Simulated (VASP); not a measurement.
# Zn2C (I4/mmm) in VASP: settings compared

Aim: see how the results for Zn2C move with the level of theory and the settings. Levels: r2SCAN, PBE. Tasks: single point.

Program: VASP 6.6.1. These are calculated values, not measurements. Logs are shortened: lines on timing, memory, paths and dates and some standing lists are left out, and cuts for length are marked.

### 1 The cell of the first run

The structure is tetragonal, space group I4/mmm (No. 139). Conventional cell: a = 3.617 Å, b = 3.617 Å, c = 5.156 Å, α = 90.00°, β = 90.00°, γ = 90.00°. C (site symmetry 4/mmm) is surrounded by 8 Zn at 2.22 Å. Zn (site symmetry -4m2) has 4 C at 2.22 Å as nearest neighbours.

The cell was built by a generator and needn't be a form met in nature.

### 2 Single point, r2SCAN (biaxial_xy strain -0.8%)

The input, POSCAR:

```
Zn2C
1.0
    0.0000000000      2.5573254349      2.5779490272
    2.5573254349      0.0000000000      2.5779490272
    2.5573254349      2.5573254349      0.0000000000
C Zn
1 2
Direct
    0.0000000000      0.0000000000      0.0000000000
    0.2500000000      0.2500000000      0.2500000000
    0.7500000000      0.7500000000      0.7500000000
```

The input, INCAR.step1:

```
PREC = Accurate ; ENCUT = 520
ISMEAR = -1 ; SIGMA = 0.02
LREAL = F ; LASPH = T
NELM = 100 ; NBANDS = 21
GGA = PE ; ALGO = Normal
EDIFF = 1E-4 ; LWAVE = T
LCHARG = F
```

The input, INCAR.step2:

```
PREC = Accurate ; ENCUT = 520
EDIFF = 1E-6 ; ISMEAR = -1
SIGMA = 0.02 ; LREAL = F
LASPH = T ; NELM = 100
ALGO = Normal ; ISIF = 2
LWAVE = F ; LCHARG = T
METAGGA = R2SCAN ; LMIXTAU = T
LELF = T ; LVHAR = T
NBANDS = 21 ; ISTART = 1
```

The input, KPOINTS:

```
Automatic mesh
0
Gamma
  8 8 8
```

Potentials or basis: VASP PAW PBE potentials, release 64 (C, Zn).

Started as:

```sh
$ cat potpaw_PBE.64/C/POTCAR potpaw_PBE.64/Zn/POTCAR > POTCAR
$ cp INCAR.step1 INCAR
$ mpirun -np 1 vasp_std > vasp.out
$ cp INCAR.step2 INCAR
$ mpirun -np 1 vasp_std > vasp.out
```

OUTCAR:

```text
PREC = Accurate
   ENCUT = 520
   EDIFF = 1E-6
   ISMEAR = -1
   LREAL = F
   LASPH = T
   NELM = 100
   ISIF = 2
   METAGGA = R2SCAN
   ISTART = 1

 ion  position               nearest neighbor table
   1  0.000  0.000  0.000-   3 2.22   3 2.22   3 2.22   2 2.22   3 2.22   2 2.22   2 2.22   2 2.22

   2  0.250  0.250  0.250-   1 2.22   1 2.22   1 2.22   1 2.22   3 2.56   3 2.56   3 2.56   3 2.56
                             3 2.58   3 2.58
   3  0.750  0.750  0.750-   1 2.22   1 2.22   1 2.22   1 2.22   2 2.56   2 2.56   2 2.56   2 2.56
                             2 2.58   2 2.58

  LATTYP: Found a body centered tetragonal cell.
 ALAT       =     3.6166043134
 C/A-ratio  =     1.4256185105

  Lattice vectors:

 A1 = (  -2.5573254349,   0.0000000000,   2.5779490272)
 A2 = (   2.5573254349,   0.0000000000,   2.5779490272)
 A3 = (   0.0000000000,   2.5573254349,  -2.5779490272)

Analysis of symmetry for initial positions (statically):
=====================================================================
 Subroutine PRICEL returns:
 Original cell was already a primitive cell.

 Routine SETGRP: Setting up the symmetry group for a
 body centered tetragonal supercell.

 Subroutine GETGRP returns: Found 16 space group operations
 (whereof 16 operations were pure point group operations)
 out of a pool of 16 trial point group operations.

The static configuration has the point symmetry D_4h.

Analysis of symmetry for dynamics (positions and initial velocities):
=====================================================================
 Subroutine PRICEL returns:
 Original cell was already a primitive cell.

 Routine SETGRP: Setting up the symmetry group for a
 body centered tetragonal supercell.

 Subroutine GETGRP returns: Found 16 space group operations
 (whereof 16 operations were pure point group operations)
 out of a pool of 16 trial point group operations.

The dynamic configuration has the point symmetry D_4h.

 Subroutine INISYM returns: Found 16 space group operations
 (whereof 16 operations are pure point group operations),
 and found     1 'primitive' translations

[... 88 lines left out ...]
   ISTART =      1    job   : 0-new  1-cont  2-samecut
   ICHARG =      0    charge: 1-file 2-atom 10-const
   ISPIN  =      1    spin polarized calculation?
   LNONCOLLINEAR =      F non collinear calculations
   LSORBIT =      F    spin-orbit coupling
   LASPH  =      T    aspherical Exc in radial PAW
   ENCUT  =  520.0 eV  38.22 Ry    6.18 a.u.   6.75  6.75  6.72*2*pi/ulx,y,z
   NELM   =    100;   NELMIN=  2; NELMDL=  0     # of ELM steps
   EDIFF  = 0.1E-05   stopping-criterion for ELM
   LREAL  =      F    real-space projection
   EDIFFG = 0.1E-04   stopping-criterion for IOM
   NSW    =      0    number of steps for IOM
   IBRION =     -1    ionic relax: 0-MD 1-quasi-New 2-CG
   NFREE  =      0    steps in history (QN), initial steepest desc. (CG)
   ISIF   =      2    stress and relaxation
   ISYM   =      2    0-nonsym 1-usesym 2-fastsym
   POTIM  = 0.5000    time-step for ionic-motion
   TEBEG  =    0.0;   TEEND  =   0.0 temperature during run
   PSTRESS=    0.0 pullay stress
   NELECT =      28.0000    total number of electrons
   NUPDOWN=      -1.0000    fix difference up-down
   EMIN   =  10.00;   EMAX   =-10.00  energy-range for DOS
   EFERMI =   0.00;   METHOD = LEGACY
   ISMEAR =    -1;   SIGMA  =   0.02  broadening in eV -4-tet -1-fermi 0-gaus
   EFERMI_NEDOS =   21; number of points for ismear=-14 and -15
   IALGO  =     38    algorithm
   IMIX   =      4    mixing-type and parameters
     AMIX     =   0.40;   BMIX     =  1.00
     AMIX_MAG =   1.60;   BMIX_MAG =  1.00
  volume/ion in A,a.u.               =      11.24        75.85
  Fermi-wavevector in a.u.,A,eV,Ry     =   1.538752  2.907820 32.215315  2.367759
  Thomas-Fermi vector in A             =   2.645077
   LORBIT       =      0    0 simple, 1 ext, 2 COOP (PROOUT), +10 PAW based schemes
   METAGGA = R2SCAN    functional components
   LHFCALC =     F    Hartree Fock is set to
   AEXX    =    0.0000 exact exchange contribution
   IVDW    =     0    specifies the selected vdW correction
   LEPSILON=     F    determine dielectric tensor
   LRPA    =     F    only Hartree local field effects (RPA)
 non-spin polarized calculation
  energy-cutoff  :      520.00
  volume of cell :       33.72
 maximum number of plane-waves:       934
   NGX = 13   NGY = 13   NGZ = 13

 number of electron      27.9999997 magnetization

 Free energy of the ion-electron system (eV)
  ---------------------------------------------------
  ext. energy  EPLUGINS =         0.00000000
  ---------------------------------------------------
  free energy    TOTEN  =       -25.82582143 eV

  energy without entropy =      -25.82580776  energy(sigma->0) =      -25.82581459

 E-fermi :   4.8417     XC(G=0): -13.1229

 val. band max:        4.7438809255   @ k =   0.0000   0.0000   0.0000
 cond. band min:       4.9244344960   @ k =   0.0000   0.0000   0.0000
 fundamental gap:      0.1805535705
 Fermi energy:         4.8416601542

 k-point     1 :       0.0000    0.0000    0.0000
  band No.  band energies     occupation
      1     -10.1926      2.00000
      2      -4.4234      2.00000
      3      -4.3931      2.00000
      4      -4.3930      2.00000
      5      -4.1583      2.00000
      6      -4.1342      2.00000
[... 565 lines left out ...]
     20      16.0165      0.00000
     21      17.5034      0.00000

 [... further k-points ...]

------------------------ aborting loop because EDIFF is reached ----------------------------------------

  FORCE on cell =-STRESS in cart. coord.  units (eV):
  Direction    XX          YY          ZZ          XY          YZ          ZX
  --------------------------------------------------------------------------------------
  -------------------------------------------------------------------------------------
  Total        0.8180704      0.8180704      0.3819508      0.0000000      0.0000000     -0.0000000
  in kB       38.8709293     38.8709293     18.1485377      0.0000000      0.0000000     -0.0000000
  external PRESSURE =      31.9634654 kB  Pullay stress =       0.0000000 kB

 VOLUME and BASIS-vectors are now :
 -----------------------------------------------------------------------------
  energy-cutoff  :      520.00
  volume of cell :       33.72
      direct lattice vectors                 reciprocal lattice vectors
     0.000000000  2.557325435  2.577949027    -0.195516767  0.195516767  0.193952632
     2.557325435  0.000000000  2.577949027     0.195516767 -0.195516767  0.193952632
     2.557325435  2.557325435  0.000000000     0.195516767  0.195516767 -0.193952632

 POSITION                                       TOTAL-FORCE (eV/Angst)
 -----------------------------------------------------------------------------------
      0.00000      0.00000      0.00000         0.000000     -0.000000     -0.000000
      1.27866      1.27866      1.28897        -0.000000     -0.000000      0.000000
      3.83599      3.83599      3.86692         0.000000      0.000000     -0.000000
 -----------------------------------------------------------------------------------
    total drift:                                0.000000      0.000000      0.000000

  FREE ENERGIE OF THE ION-ELECTRON SYSTEM (eV)
  ---------------------------------------------------
  free  energy   TOTEN  =       -25.8258214271 eV

  energy  without entropy=      -25.8258077573  energy(sigma->0) =      -25.82581459
```

OUTCAR.step1:

```text
PREC = Accurate
   ENCUT = 520
   ISMEAR = -1
   LREAL = F
   LASPH = T
[... 804 lines left out ...]
      0.00000      0.00000      0.00000        -0.000000      0.000000     -0.000000
      1.27866      1.27866      1.28897         0.000000     -0.000000     -0.000000
      3.83599      3.83599      3.86692         0.000000     -0.000000      0.000000
 -----------------------------------------------------------------------------------
    total drift:                                0.000000      0.000000      0.000000

  FREE ENERGIE OF THE ION-ELECTRON SYSTEM (eV)
  ---------------------------------------------------
  free  energy   TOTEN  =        -9.2275227524 eV

  energy  without entropy=       -9.2273735516  energy(sigma->0) =       -9.22744815
```

Wall time 2.8 min (1 thread of AMD EPYC 7R13 (Zen 3), shared host); peak memory 0.15 GiB.

Results:

```yaml
Free_energy: -25.8258 eV
Pressure: 3.2 GPa
Band_gap_on_the_k_mesh: 0.18 eV, direct
```

Stress tensor (GPa, compression positive):
```
3.89 0.00 0.00
0.00 3.89 0.00
0.00 0.00 1.81
```

Levels at points of the mesh, in eV from the valence-band top:
```csv
k point,band 10,band 11,band 12,band 13,band 14,band 15,band 16,band 17,band 18,band 19
"(0.00, 0.00, 0.00)",-7.14,-7.12,-0.05,0.00,0.00,0.18,4.53,4.53,4.62,10.47
"(0.50, 0.00, 0.00)",-7.94,-7.58,-7.35,-1.26,-1.21,1.20,5.46,5.56,6.46,9.80
"(0.50, 0.50, 0.00)",-7.46,-7.14,-5.58,-3.95,-3.95,1.17,2.05,8.21,9.86,9.86
"(0.50, 0.00, 0.50)",-7.46,-7.16,-5.50,-4.01,-4.00,1.09,1.90,8.31,9.77,9.97
```

Caveat: the PAW data sets were made with another functional, which shifts forces and pressure a little.

### 3 Single point, PBE (uniaxial_z strain -4.8%)

The input, INCAR:

```
PREC = Accurate
ENCUT = 520
EDIFF = 1E-6
ISMEAR = -1
SIGMA = 0.02
LREAL = F
LASPH = T
NELM = 100
ALGO = Fast
ISIF = 2
LWAVE = F
LCHARG = T
GGA = PE
LELF = T
LVHAR = T
NBANDS = 21
```

KPOINTS is that of step 2.

The input, POSCAR:

```
Zn2C
1.0
    0.0000000000      2.5779490272      2.4552386535
    2.5779490272      0.0000000000      2.4552386535
    2.5779490272      2.5779490272      0.0000000000
C Zn
1 2
Direct
    0.0000000000      0.0000000000      0.0000000000
    0.2500000000      0.2500000000      0.2500000000
    0.7500000000      0.7500000000      0.7500000000
```

Potentials or basis: VASP PAW PBE potentials, release 64 (C, Zn).

Started as:

```sh
$ cat potpaw_PBE.64/C/POTCAR potpaw_PBE.64/Zn/POTCAR > POTCAR
$ mpirun -np 1 vasp_std > vasp.out
```

It took 39 s on 1 thread of AMD EPYC 7R13 (Zen 3), shared host; peak memory 0.14 GiB.

It converged, with:

```yaml
Free_energy: -9.1154 eV
Pressure: 13.6 GPa
Band_gap_on_the_k_mesh: 0.05 eV, direct
```

Stress tensor (GPa, compression positive):
```
 9.12  0.00  0.00
 0.00  9.12  0.00
 0.00  0.00 22.44
```

Levels at points of the mesh, in eV from the valence-band top:
```
           k point  band 12  band 13  band 14  band 15  band 16  band 17
(0.00, 0.00, 0.00)    -0.21    -0.21     0.00     0.05     3.83     4.33
(0.50, 0.00, 0.00)    -7.27    -1.46    -1.17     0.91     4.83     5.54
(0.50, 0.50, 0.00)    -5.14    -4.33    -4.33     0.57     1.11     8.09
(0.50, 0.00, 0.50)    -5.66    -4.02    -3.93     1.00     1.98     7.48
```

### 4 Single point, r2SCAN (hydrostatic strain +4.0%)

The input, POSCAR:

```
Zn2C
1.0
    0.0000000000      2.6810669882      2.6810669882
    2.6810669882      0.0000000000      2.6810669882
    2.6810669882      2.6810669882      0.0000000000
C Zn
1 2
Direct
    0.0000000000      0.0000000000      0.0000000000
    0.2500000000      0.2500000000      0.2500000000
    0.7500000000      0.7500000000      0.7500000000
```

The input, INCAR.step1:

```
SYSTEM = Zn2C
PREC     = Accurate       ! precision mode
ENCUT    = 520            ! plane-wave cutoff, eV
ISMEAR   = -1             ! smearing method
SIGMA    = 0.02           ! smearing width, eV
LREAL    = .False.        ! projectors in reciprocal space
LASPH    = .True.         ! aspherical terms in the spheres
NELM     = 100            ! most SCF steps
NBANDS   = 21             ! bands
GGA      = PE             ! functional
ALGO     = Normal         ! electronic algorithm
EDIFF    = 1E-4           ! SCF threshold, eV
LWAVE    = .True.         ! write WAVECAR
LCHARG   = .False.        ! write CHGCAR
```

The input, INCAR.step2:

```
SYSTEM = Zn2C
PREC     = Accurate       ! precision mode
ENCUT    = 520            ! plane-wave cutoff, eV
EDIFF    = 1E-7           ! SCF threshold, eV
ISMEAR   = -1             ! smearing method
SIGMA    = 0.02           ! smearing width, eV
LREAL    = .False.        ! projectors in reciprocal space
LASPH    = .True.         ! aspherical terms in the spheres
NELM     = 100            ! most SCF steps
ALGO     = Normal         ! electronic algorithm
ISIF     = 2              ! what is computed and relaxed
LWAVE    = .False.        ! write WAVECAR
LCHARG   = .True.         ! write CHGCAR
METAGGA  = R2SCAN         ! meta-GGA
LMIXTAU  = .True.       
LELF     = .True.         ! ELF
LVHAR    = .True.       
NBANDS   = 21             ! bands
ISTART   = 1
```

The input, KPOINTS:

```
regular mesh
0
Gamma
  8 8 8
  0 0 0
```

Started as:

```sh
$ cat potpaw_PBE.64/C/POTCAR potpaw_PBE.64/Zn/POTCAR > POTCAR
$ cp INCAR.step1 INCAR
$ mpirun -np 1 vasp_std > vasp.out
$ cp INCAR.step2 INCAR
$ mpirun -np 1 vasp_std > vasp.out
```

Wall time 86 s (1 thread of AMD EPYC 7R13 (Zen 3), shared host); peak memory 0.14 GiB.

It converged, with:

| Property | Result |
| --- | --- |
| Free energy | -25.6486 eV |
| Pressure | -12.7 GPa |
| Band gap on the k mesh | none (metal or under the smearing width) |

Levels at points of the mesh, in eV from the Fermi level:
```
           k point  band 12  band 13  band 14  band 15  band 16  band 17
(0.00, 0.00, 0.00)    -0.40    -0.01    -0.01    -0.01     4.36     4.37
(0.50, 0.00, 0.00)    -7.06    -1.09    -1.09     0.58     5.26     5.26
(0.50, 0.50, 0.00)    -5.34    -3.39    -3.39     1.07     1.43     7.28
```

Caveat: the PAW data sets were made with another functional, which shifts forces and pressure a little.

### 5 Summary

```csv
level,cell,gap on the mesh (eV),pressure (GPa)
r2SCAN,biaxial_xy strain -0.8%,0.18,3.2
PBE,uniaxial_z strain -4.8%,0.05,13.6
r2SCAN,hydrostatic strain +4.0%,none,-12.7
```

Alike in all rows: task single point; potentials or basis VASP PAW PBE potentials, release 64 (C, Zn); no spin polarisation; k mesh 8 × 8 × 8; cutoff (eV) 520; smearing fermi-dirac 0.02 eV.

Caveats: the PAW data sets were made with another functional, which shifts forces and pressure a little (some runs).

Absolute energies hang on the potentials; compare differences alone.
